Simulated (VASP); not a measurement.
The input files of a VASP run:

POSCAR:
```
GaSe
1
    3.7494099240     0.0000000000     0.0000000000
   -1.8747049619     3.2470837943     0.0000000000
    0.0000000000     0.0000000000    16.1567486994
Ga Se
4 4
Direct
  0.3333330000   0.6666670000   0.1747698740
  0.6666670000   0.3333330000   0.8252301260
  0.6666670000   0.3333330000   0.6747698740
  0.3333330000   0.6666670000   0.3252301260
  0.3333330000   0.6666670000   0.6023288430
  0.6666670000   0.3333330000   0.3976711570
  0.6666670000   0.3333330000   0.1023288430
  0.3333330000   0.6666670000   0.8976711570
```

INCAR:
```
ALGO=Normal
EDIFF=1E-7
ENCUT=400
GGA=PS
ISIF=2
ISMEAR=-5
LASPH=.TRUE.
LCHARG=.TRUE.
LEFG=.TRUE.
LMAXMIX=4
LORBIT=11
LREAL=.FALSE.
LWAVE=.FALSE.
NEDOS=601
NELM=100
PREC=Accurate
SYSTEM=GaSe
```

KPOINTS:
```
Automatic mesh
0
Gamma
8 8 2
0 0 0
```

POTCAR, in this order: Ga_d Se (PBE.64 set). Program: vasp_std.

**Question.** Translate this PBEsol calculation to Ansatz.

**Answer.** One equivalent input (not run):
Ansatz 0.2 input:
```yaml
crystal:
  lattice:
    - [3.7494099, 0.0000000, 0.0000000]
    - [-1.8747050, 3.2470838, 0.0000000]
    - [0.0000000, 0.0000000, 16.1567487]
  atoms:
    - { symbol: Ga, position: [0.3333330, 0.6666670, 0.1747699] }
    - { symbol: Ga, position: [0.6666670, 0.3333330, 0.8252301] }
    - { symbol: Ga, position: [0.6666670, 0.3333330, 0.6747699] }
    - { symbol: Ga, position: [0.3333330, 0.6666670, 0.3252301] }
    - { symbol: Se, position: [0.3333330, 0.6666670, 0.6023288] }
    - { symbol: Se, position: [0.6666670, 0.3333330, 0.3976712] }
    - { symbol: Se, position: [0.6666670, 0.3333330, 0.1023288] }
    - { symbol: Se, position: [0.3333330, 0.6666670, 0.8976712] }
kpoints:
  mp_grid: { grid: [8, 8, 2] }
hamiltonian:
  xc: pbesol
  pseudopotentials: { kind: paw }
scf:
  occupations: { method: tetrahedron }
  max_iter: 100
output: { forces: true, stress: true, eigenvalues: true }
```
What does not carry over: each code has its own PAW files, so the cut-off isn't converted (ENCUT is set for VASP's; basis.ecutwfc is left out, and Ansatz then takes the one that its files recommend); Ansatz stops its SCF on the density residual and VASP on the energy change (EDIFF); the field gradients of LEFG aren't asked of the other code.

The structure comes from a computed database's GaSe entry (P6_3/mmc), a phase known from measurement. It was relaxed first.
